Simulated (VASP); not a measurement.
Calculation: LDA (Ceperley-Alder, Perdew-Zunger), VASP's LDA PAW potentials (set 64) (plane waves; VASP 6.6.1).

Input for VASP

File KPOINTS:
```
Automatic mesh
0
Gamma
6 6 4
0 0 0
```

### POSCAR
```
Te
1.0
  2.1389607205  -3.7047883784   0.0000000000
  2.1389607205   3.7047883784   0.0000000000
  0.0000000000   0.0000000000   5.9296445272
Te
3
Direct
  0.0000000000   0.2871728837   0.6666670000
  0.7128271163   0.7128271163   0.0000000000
  0.2871728837   0.0000000000   0.3333330000
```

INCAR:
```
# general
SYSTEM =Te
PREC   =Accurate
ENCUT  =500   # plane-wave cut-off (eV)
LREAL  =.FALSE.   # projection in real space or not
LASPH  =.TRUE.   # aspherical one-centre terms

# electronic loop
EDIFF  =1E-6
NELM   =100   # most electronic steps
ALGO   =Normal   # blocked Davidson
LMAXMIX=4

# smearing
ISMEAR =0
SIGMA  =0.05

# ions
IBRION =2   # conjugate gradients
NSW    =40   # most ionic steps
ISIF   =3
EDIFFG =-0.02
PSTRESS=50   # kbar

# output
LWAVE  =.FALSE.
LCHARG =.FALSE.
```

POTCAR, in this order: Te (LDA.64 set). Program: vasp_std.

Energy and stress use the plane-wave basis of the starting cell. Unless said otherwise, spin-orbit coupling is left out, though it shifts the bands of the heavy elements here.

Q: What does the run give for the energy per atom (σ→0), volume per atom, band gap (on the k-mesh)?

A: 
```
Property                                                     Value
------------------------  ----------------------------------------
energy per atom (σ→0)                               -3.756 eV/atom
band gap (on the k-mesh)  none (metal, semimetal or under 0.01 eV)
volume per atom                                      28.37 Å³/atom
```

File OSZICAR:
```
...
  11 F= -.86138106E+01 E0= -.86133828E+01  d E =-.913550E-03
       N       E                     dE             d eps       ncg     rms          rms(c)
DAV:   1    -0.112697052442E+02    0.27654E-02   -0.74286E-02   634   0.164E+00    0.177E-01
DAV:   2    -0.112698613215E+02   -0.15608E-03   -0.32240E-03   694   0.367E-01    0.598E-02
DAV:   3    -0.112698038079E+02    0.57514E-04   -0.71676E-05   714   0.617E-02    0.298E-02
DAV:   4    -0.112697874653E+02    0.16343E-04   -0.29241E-05   684   0.316E-02    0.137E-02
DAV:   5    -0.112697876087E+02   -0.14343E-06   -0.15734E-06   343   0.882E-03
  12 F= -.86141358E+01 E0= -.86137926E+01  d E =-.123884E-02
```

The compound is Te in the trig structure. This run relaxes it under an external pressure of 5 GPa. Symmetry was kept, so distortions that lower it aren't found.
